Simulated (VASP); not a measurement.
# TlCuS3 (Pm-3m) in VASP: notebook

One crystal, TlCuS3, is run at these levels: PBE; tasks: single point, relaxation of cell and atoms.

Everything below comes from runs of VASP 6.6.1. Logs are shortened: lines on timing, memory, paths and dates and some standing lists are left out, and cuts for length are marked.

### Step 1. The crystal as given

It takes space group Pm-3m (No. 221, cubic). The conventional cell has a = 4.697 Å, b = 4.697 Å, c = 4.697 Å, α = 90.00°, β = 90.00°, γ = 90.00°. Around Tl (site symmetry m-3m) lie 12 S at 3.32 Å. Cu (site symmetry m-3m) has 6 S at 2.35 Å as nearest neighbours. S (site symmetry 4/mmm) is surrounded by 2 Cu at 2.35 Å.

The cell was built by a generator and needn't be a form met in nature.

### Step 2. Single point, PBE

INCAR reads:

```
SYSTEM = TlCuS3
PREC = Accurate
ENCUT = 520
EDIFF = 1E-6
ISMEAR = 0
SIGMA = 0.1
LREAL = .FALSE.
LASPH = .TRUE.
NELM = 60
ALGO = Fast
ISIF = 2
LWAVE = .FALSE.
LCHARG = .FALSE.
GGA = PE
NBANDS = 29
```

KPOINTS reads:

```
regular mesh
0
G
  8 8 8
  0 0 0
```

POSCAR reads:

```
TlCuS3
1.0
    4.6970315041      0.0000000000      0.0000000000
    0.0000000000      4.6970315041      0.0000000000
    0.0000000000      0.0000000000      4.6970315041
Tl Cu S
1 1 3
Direct
    0.5000000000      0.5000000000      0.5000000000
    0.0000000000      0.0000000000      0.0000000000
    0.5000000000      0.0000000000      0.0000000000
    0.0000000000      0.5000000000      0.0000000000
    0.0000000000      0.0000000000      0.5000000000
```

Potentials or basis: VASP PAW PBE potentials, release 64 (Tl_d, Cu, S).

Run with:

```
$ cat potpaw_PBE.64/Tl_d/POTCAR potpaw_PBE.64/Cu/POTCAR potpaw_PBE.64/S/POTCAR > POTCAR
$ mpirun -np 1 vasp_std > vasp.out
```

OUTCAR:

```text
SYSTEM = TlCuS3
   PREC = Accurate
   ENCUT = 520
   EDIFF = 1E-6
   ISMEAR = 0
   LREAL = .FALSE.
   LASPH = .TRUE.
   NELM = 60
   ISIF = 2
   GGA = PE

 ion  position               nearest neighbor table
   1  0.500  0.500  0.500-   3 3.32   4 3.32   5 3.32   3 3.32   4 3.32   3 3.32   5 3.32   3 3.32
                             4 3.32   5 3.32   4 3.32   5 3.32
   2  0.000  0.000  0.000-   3 2.35   4 2.35   5 2.35   5 2.35   4 2.35   3 2.35
   3  0.500  0.000  0.000-   2 2.35   2 2.35   1 3.32   1 3.32   1 3.32   1 3.32
   4  0.000  0.500  0.000-   2 2.35   2 2.35   1 3.32   1 3.32   1 3.32   1 3.32
   5  0.000  0.000  0.500-   2 2.35   2 2.35   1 3.32   1 3.32   1 3.32   1 3.32

  LATTYP: Found a simple cubic cell.
 ALAT       =     4.6970315041

  Lattice vectors:

 A1 = (   4.6970315041,   0.0000000000,   0.0000000000)
 A2 = (   0.0000000000,   4.6970315041,   0.0000000000)
 A3 = (   0.0000000000,   0.0000000000,   4.6970315041)

Analysis of symmetry for initial positions (statically):
=====================================================================
 Subroutine PRICEL returns:
 Original cell was already a primitive cell.

 Routine SETGRP: Setting up the symmetry group for a
 simple cubic supercell.

 Subroutine GETGRP returns: Found 48 space group operations
 (whereof 48 operations were pure point group operations)
 out of a pool of 48 trial point group operations.

The static configuration has the point symmetry O_h .

Analysis of symmetry for dynamics (positions and initial velocities):
=====================================================================
 Subroutine PRICEL returns:
 Original cell was already a primitive cell.

 Routine SETGRP: Setting up the symmetry group for a
 simple cubic supercell.

 Subroutine GETGRP returns: Found 48 space group operations
 (whereof 48 operations were pure point group operations)
 out of a pool of 48 trial point group operations.

The dynamic configuration has the point symmetry O_h .

 Subroutine INISYM returns: Found 48 space group operations
 (whereof 48 operations are pure point group operations),
 and found     1 'primitive' translations

----------------------------------------------------------------------------------------

                                     Primitive cell

  volume of cell :     103.6264

  direct lattice vectors                    reciprocal lattice vectors
     4.697031504  0.000000000  0.000000000     0.212900424  0.000000000  0.000000000
     0.000000000  4.697031504  0.000000000     0.000000000  0.212900424  0.000000000
     0.000000000  0.000000000  4.697031504     0.000000000  0.000000000  0.212900424

  length of vectors
     4.697031504  4.697031504  4.697031504     0.212900424  0.212900424  0.212900424

  position of ions in fractional coordinates (direct lattice)
     0.500000000  0.500000000  0.500000000
     0.000000000  0.000000000  0.000000000
     0.500000000  0.000000000  0.000000000
     0.000000000  0.500000000  0.000000000
     0.000000000  0.000000000  0.500000000

  ion indices of the primitive-cell ions
   primitive index   ion index
                 1           1
                 2           2
                 3           3
                 4           4
                 5           5

----------------------------------------------------------------------------------------

 KPOINTS: regular mesh

Automatic generation of k-mesh.
 Grid dimensions read from file:
 generate k-points for:    8    8    8

 Generating k-lattice:

  Cartesian coordinates                     Fractional coordinates (reciprocal lattice)
     0.026612553  0.000000000  0.000000000     0.125000000  0.000000000  0.000000000
     0.000000000  0.026612553  0.000000000     0.000000000  0.125000000  0.000000000
     0.000000000  0.000000000  0.026612553     0.000000000  0.000000000  0.125000000

  Length of vectors
     0.026612553  0.026612553  0.026612553

  Shift w.r.t. Gamma in fractional coordinates (k-lattice)
     0.000000000  0.000000000  0.000000000

 Subroutine IBZKPT returns following result:
 ===========================================

 Found     35 irreducible k-points:

 Following reciprocal coordinates:
            Coordinates               Weight
  0.000000  0.000000  0.000000      1.000000
  0.125000  0.000000  0.000000      6.000000
  0.250000  0.000000  0.000000      6.000000
  0.375000  0.000000  0.000000      6.000000
  0.500000  0.000000  0.000000      3.000000
  0.125000  0.125000  0.000000     12.000000
[... 16 lines left out ...]
  0.375000  0.375000  0.125000     24.000000
  0.500000  0.375000  0.125000     24.000000
 [... further k-points ...]
   k-points           NKPTS =     35   k-points in BZ     NKDIM =     35   number of bands    NBANDS=     29
   number of dos      NEDOS =    301   number of ions     NIONS =      5
   total plane-waves  NPLWV =  46656
   dimension x,y,z NGX =    36 NGY =   36 NGZ =   36
   dimension x,y,z NGXF=    72 NGYF=   72 NGZF=   72
   ions per type =               1   1   3
   NGX,Y,Z   is equivalent  to a cutoff of  12.74, 12.74, 12.74 a.u.
   NGXF,Y,Z  is equivalent  to a cutoff of  25.48, 25.48, 25.48 a.u.
 SYSTEM =  TlCuS3
   PREC   = accura    normal or accurate (medium, high low for compatibility)
   ISTART =      0    job   : 0-new  1-cont  2-samecut
   ICHARG =      2    charge: 1-file 2-atom 10-const
   ISPIN  =      1    spin polarized calculation?
   LNONCOLLINEAR =      F non collinear calculations
   LSORBIT =      F    spin-orbit coupling
   LASPH  =      T    aspherical Exc in radial PAW
   ENCUT  =  520.0 eV  38.22 Ry    6.18 a.u.   8.73  8.73  8.73*2*pi/ulx,y,z
   NELM   =     60;   NELMIN=  2; NELMDL= -5     # of ELM steps
   EDIFF  = 0.1E-05   stopping-criterion for ELM
   LREAL  =      F    real-space projection
   EDIFFG = 0.1E-04   stopping-criterion for IOM
   NSW    =      0    number of steps for IOM
   IBRION =     -1    ionic relax: 0-MD 1-quasi-New 2-CG
   NFREE  =      0    steps in history (QN), initial steepest desc. (CG)
   ISIF   =      2    stress and relaxation
   ISYM   =      2    0-nonsym 1-usesym 2-fastsym
   POTIM  = 0.5000    time-step for ionic-motion
   TEBEG  =    0.0;   TEEND  =   0.0 temperature during run
   PSTRESS=    0.0 pullay stress
   NELECT =      42.0000    total number of electrons
   NUPDOWN=      -1.0000    fix difference up-down
   EMIN   =  10.00;   EMAX   =-10.00  energy-range for DOS
   EFERMI =   0.00;   METHOD = LEGACY
   ISMEAR =     0;   SIGMA  =   0.10  broadening in eV -4-tet -1-fermi 0-gaus
   EFERMI_NEDOS =   21; number of points for ismear=-14 and -15
   IALGO  =     68    algorithm
   IMIX   =      4    mixing-type and parameters
     AMIX     =   0.40;   BMIX     =  1.00
     AMIX_MAG =   1.60;   BMIX_MAG =  1.00
  volume/ion in A,a.u.               =      20.73       139.86
  Fermi-wavevector in a.u.,A,eV,Ry     =   1.211531  2.289461 19.970725  1.467807
  Thomas-Fermi vector in A             =   2.347043
   LORBIT       =      0    0 simple, 1 ext, 2 COOP (PROOUT), +10 PAW based schemes
   GGA     = PE    functional components
   LHFCALC =     F    Hartree Fock is set to
   AEXX    =    0.0000 exact exchange contribution
   IVDW    =     0    specifies the selected vdW correction
   LEPSILON=     F    determine dielectric tensor
   LRPA    =     F    only Hartree local field effects (RPA)
 non-spin polarized calculation
 RMM-DIIS sequential band-by-band and
 Gauss-broadening in eV      SIGMA  =   0.10
  energy-cutoff  :      520.00
  volume of cell :      103.63
 maximum number of plane-waves:      2829
 NGX is ok and might be reduce to    36
   NGX = 17   NGY = 17   NGZ = 17

 number of electron      42.0000014 magnetization

 Free energy of the ion-electron system (eV)
  ---------------------------------------------------
  ext. energy  EPLUGINS =         0.00000000
  ---------------------------------------------------
  free energy    TOTEN  =       -16.58222143 eV

  energy without entropy =      -16.52893822  energy(sigma->0) =      -16.55557982

 E-fermi :   4.3178     XC(G=0): -10.0963

 val. band max:        4.3143376856   @ k =   0.2500   0.1250   0.1250
 cond. band min:       4.3242635756   @ k =   0.3750   0.1250   0.1250
 fundamental gap:      0.0099258901
 Fermi energy:         4.3178273140

 k-point     1 :       0.0000    0.0000    0.0000
  band No.  band energies     occupation
      1      -9.0529      2.00000
      2      -6.9450      2.00000
      3      -6.9450      2.00000
      4      -5.4083      2.00000
      5      -5.4083      2.00000
      6      -5.4083      2.00000
[... 21 lines left out ...]
     28      11.4284      0.00000
     29      11.4489      0.00000

 k-point     2 :       0.1250    0.0000    0.0000
  band No.  band energies     occupation
      1      -8.9890      2.00000
      2      -7.0094      2.00000
      3      -6.9299      2.00000
      4      -5.4137      2.00000
      5      -5.4137      2.00000
      6      -5.4080      2.00000
[... 21 lines left out ...]
     28      11.5053      0.00000
     29      12.0506      0.00000

 k-point     3 :       0.2500    0.0000    0.0000
  band No.  band energies     occupation
      1      -8.8090      2.00000
      2      -7.1974      2.00000
      3      -6.8920      2.00000
      4      -5.4264      2.00000
      5      -5.4264      2.00000
      6      -5.4073      2.00000
[... 21 lines left out ...]
     28      12.2116      0.00000
     29      12.2547      0.00000

 k-point     4 :       0.3750    0.0000    0.0000
  band No.  band energies     occupation
      1      -8.5606      2.00000
      2      -7.4624      2.00000
      3      -6.8517      2.00000
      4      -5.4389      2.00000
      5      -5.4389      2.00000
      6      -5.4344      2.00000
[... 21 lines left out ...]
     28      12.4257      0.00000
     29      13.2637      0.00000

 k-point     5 :       0.5000    0.0000    0.0000
  band No.  band energies     occupation
      1      -8.4074      2.00000
      2      -7.6251      2.00000
      3      -6.8343      2.00000
      4      -5.4536      2.00000
      5      -5.4441      2.00000
      6      -5.4441      2.00000
[... 21 lines left out ...]
     28      12.5452      0.00000
     29      13.1488      0.00000
[... 510 lines left out ...]
     28      12.8867      0.00000
     29      13.7113      0.00000

 k-point    22 :       0.5000    0.2500    0.1250
  band No.  band energies     occupation
      1      -8.1400      2.00000
      2      -7.5390      2.00000
      3      -7.0970      2.00000
      4      -5.4329      2.00000
      5      -5.4210      2.00000
      6      -5.4194      2.00000
[... 21 lines left out ...]
     28      12.4961      0.00000
     29      13.8297      0.00000

 k-point    23 :       0.3750    0.3750    0.1250
  band No.  band energies     occupation
      1      -8.0651      2.00000
      2      -7.3991      2.00000
      3      -7.2730      2.00000
      4      -5.4315      2.00000
      5      -5.4214      2.00000
      6      -5.4127      2.00000
[... 21 lines left out ...]
     28      12.8612      0.00000
     29      13.1050      0.00000

 k-point    24 :       0.5000    0.3750    0.1250
  band No.  band energies     occupation
      1      -7.9166      2.00000
      2      -7.4914      2.00000
      3      -7.3070      2.00000
      4      -5.4289      2.00000
      5      -5.4164      2.00000
      6      -5.4164      2.00000
[... 21 lines left out ...]
     28      12.0240      0.00000
     29      13.2746      0.00000

 [... further k-points ...]

------------------------ aborting loop because EDIFF is reached ----------------------------------------

  FORCE on cell =-STRESS in cart. coord.  units (eV):
  Direction    XX          YY          ZZ          XY          YZ          ZX
  --------------------------------------------------------------------------------------
  -------------------------------------------------------------------------------------
  Total        0.0131213      0.0131213      0.0131213     -0.0000000      0.0000000     -0.0000000
  in kB        0.2028701      0.2028701      0.2028701     -0.0000000      0.0000000     -0.0000000
  external PRESSURE =       0.2028701 kB  Pullay stress =       0.0000000 kB

 VOLUME and BASIS-vectors are now :
 -----------------------------------------------------------------------------
  energy-cutoff  :      520.00
  volume of cell :      103.63
      direct lattice vectors                 reciprocal lattice vectors
     4.697031504  0.000000000  0.000000000     0.212900424  0.000000000  0.000000000
     0.000000000  4.697031504  0.000000000     0.000000000  0.212900424  0.000000000
     0.000000000  0.000000000  4.697031504     0.000000000  0.000000000  0.212900424

 POSITION                                       TOTAL-FORCE (eV/Angst)
 -----------------------------------------------------------------------------------
      2.34852      2.34852      2.34852         0.000000      0.000000      0.000000
      0.00000      0.00000      0.00000         0.000000      0.000000      0.000000
      2.34852      0.00000      0.00000         0.000000      0.000000      0.000000
      0.00000      2.34852      0.00000         0.000000      0.000000      0.000000
      0.00000      0.00000      2.34852         0.000000      0.000000      0.000000
 -----------------------------------------------------------------------------------
    total drift:                                0.000000      0.000000      0.000000

  FREE ENERGIE OF THE ION-ELECTRON SYSTEM (eV)
  ---------------------------------------------------
  free  energy   TOTEN  =       -16.5822214250 eV

  energy  without entropy=      -16.5289382198  energy(sigma->0) =      -16.55557982
```

Run time: 3.3 min. Hardware: 1 thread of AMD EPYC 7R13 (Zen 3), shared host; peak memory 0.23 GiB.

What came out:

```yaml
Free_energy: -16.5822 eV
Pressure: 0.0 GPa
Band_gap_on_the_k_mesh: none (metal or under the smearing width)
```

Caveat: the run has no spin polarisation, though such a crystal can be magnetic.

### Step 3. Relaxation of cell and atoms, PBE

This run uses another cell than the first one, of 21.09 Å³/atom, 1.018 times its volume.

INCAR reads:

```
PREC     = Accurate       # precision mode
ENCUT    = 600            # plane-wave cutoff, eV
EDIFF    = 1E-7           # SCF threshold, eV
ISMEAR   = 0              # smearing method
SIGMA    = 0.1            # smearing width, eV
LREAL    = False          # projectors in reciprocal space
LASPH    = True           # aspherical terms in the spheres
NELM     = 80             # most SCF steps
ALGO     = Normal         # electronic algorithm
ISIF     = 3              # what is computed and relaxed
LWAVE    = False          # write WAVECAR
LCHARG   = False          # write CHGCAR
GGA      = PE             # functional
IBRION   = 2              # ionic algorithm
NSW      = 100            # ionic steps
EDIFFG   = -0.01          # ionic threshold
```

KPOINTS reads:

```
regular mesh
0
Gamma
  8 8 8
```

Changes to POSCAR since step 2:

```diff
@@ -2,5 +2,5 @@
 1.0
-    4.6970315041      0.0000000000      0.0000000000
-    0.0000000000      4.6970315041      0.0000000000
-    0.0000000000      0.0000000000      4.6970315041
+    4.7246660900      0.0000000000      0.0000000000
+    0.0000000000      4.7246660900      0.0000000000
+    0.0000000000      0.0000000000      4.7246660900
 Tl Cu S
```

Potentials or basis: VASP PAW PBE potentials, release 64 (Tl_d, Cu, S).

Run with:

```
$ cat potpaw_PBE.64/Tl_d/POTCAR potpaw_PBE.64/Cu/POTCAR potpaw_PBE.64/S/POTCAR > POTCAR
$ mpirun -np 1 vasp_std > vasp.out
```

Wall time 4.3 min (1 thread of AMD EPYC 7R13 (Zen 3), shared host); peak memory 0.27 GiB.

The run converged. Its results:

| Quantity | Value |
| --- | --- |
| Free energy | -16.5826 eV |
| Relaxed volume | 20.77 Å³/atom |
| Relaxed cell | a = 4.700 Å, b = 4.700 Å, c = 4.700 Å, α = 90.00°, β = 90.00°, γ = 90.00° |
| Space group after relaxing (to 0.05 Å) | Pm-3m (No. 221) |
| Energy gained by relaxing | 0.8 meV/atom |
| Ionic steps | 2 |
| Pressure after relaxing | 0.0 GPa |
| Band gap on the k mesh | none (metal or under the smearing width) |

The path:
| step | energy change (eV) | largest force (eV/Å) | pressure (GPa) | volume (Å³) |
| --- | --- | --- | --- | --- |
| 1 | 0.0000 | 0.0000 | -0.81 | 105.47 |
| 2 | -0.0041 | 0.0000 | -0.02 | 103.84 |

Final structure:
```xyz
5
Lattice="4.7003 0.0000 0.0000 0.0000 4.7003 0.0000 0.0000 0.0000 4.7003" Properties=species:S:1:pos:R:3 pbc="T T T"
Tl    2.3502    2.3502    2.3502
Cu    0.0000    0.0000    0.0000
S     2.3502    0.0000    0.0000
S     0.0000    2.3502    0.0000
S     0.0000    0.0000    2.3502
```

Levels at points of the mesh, in eV from the Fermi level:
| k point | band 19 | band 20 | band 21 | band 22 | band 23 | band 24 |
| --- | --- | --- | --- | --- | --- | --- |
| (0.00, 0.00, 0.00) | -0.67 | -0.67 | -0.22 | -0.22 | -0.22 | 3.08 |
| (0.50, 0.00, 0.00) | -1.02 | -1.02 | -0.16 | -0.16 | 0.28 | 3.30 |
| (0.50, 0.50, 0.00) | -0.67 | -0.67 | -0.16 | 0.75 | 1.83 | 3.82 |
| (0.50, 0.50, 0.50) | 0.72 | 0.72 | 0.72 | 1.87 | 1.87 | 6.62 |

Caveat: the run has no spin polarisation, though such a crystal can be magnetic. With open d or f shells a metallic result of PBE can be an artefact of self-interaction; +U or a hybrid may open a gap.
